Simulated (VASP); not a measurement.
Computed with PBE GGA, VASP's PBE PAW potentials (set 64) (plane waves; VASP 6.6.1).

VASP ran on this input.

File POSCAR:
```
C
1
    1.1850290000    -2.0525300000     0.0000000000
    1.1850290000     2.0525300000     0.0000000000
    0.0000000000     0.0000000000     6.4646690000
C
4
Direct
  0.0000000000   0.0000000000   0.2500000000
  0.0000000000   0.0000000000   0.7500000000
  0.3333330000   0.6666670000   0.2500000000
  0.6666670000   0.3333330000   0.7500000000
```

File KPOINTS:
```
Automatic mesh
0
Gamma
15 15 5
0 0 0
```

INCAR:
```
SYSTEM = C
PREC = Accurate
ENCUT = 400
EDIFF = 1E-6
NELM = 100
ALGO = Normal
LREAL = .FALSE.
LASPH = .TRUE.
ISMEAR = 0
SIGMA = 0.1
GGA = PE
LWAVE = .FALSE.
LCHARG = .FALSE.
ISIF = 2
```

POTCAR, in this order: C (PBE.64 set). Program: vasp_std.

At this cut-off the stress carries a Pulay error, which pulls relaxed volumes low.

**Question.** Predict the energy per atom (σ→0), pressure, band gap (on the k-mesh).

**Answer.** 
```json
{
 "energy per atom (σ→0)": "-9.094 eV/atom",
 "band gap (on the k-mesh)": "none (metal, semimetal or under 0.01 eV)",
 "pressure": "40.25 GPa"
}
```

### OSZICAR
```
...
DAV:   6    -0.371570473539E+02    0.25073E+01   -0.24153E+00  2292   0.111E+01    0.614E+00
DAV:   7    -0.363682367996E+02    0.78881E+00   -0.26302E+00  2280   0.118E+01    0.180E+00
DAV:   8    -0.363785605223E+02   -0.10324E-01   -0.89373E-02  2208   0.203E+00    0.144E-01
DAV:   9    -0.363781989881E+02    0.36153E-03   -0.18131E-03  2460   0.352E-01    0.637E-02
DAV:  10    -0.363783843878E+02   -0.18540E-03   -0.29487E-04  2352   0.149E-01    0.376E-02
DAV:  11    -0.363783817731E+02    0.26147E-05   -0.46367E-06  2496   0.184E-02    0.230E-03
DAV:  12    -0.363783812180E+02    0.55509E-06   -0.37851E-07  1644   0.565E-03
   1 F= -.36378381E+02 E0= -.36377894E+02  d E =-.973903E-03
```

The structure is a typed C crystal (P6_3/mmc). The cell was not relaxed at this level, and its volume differs by -5.9 % from the start's.
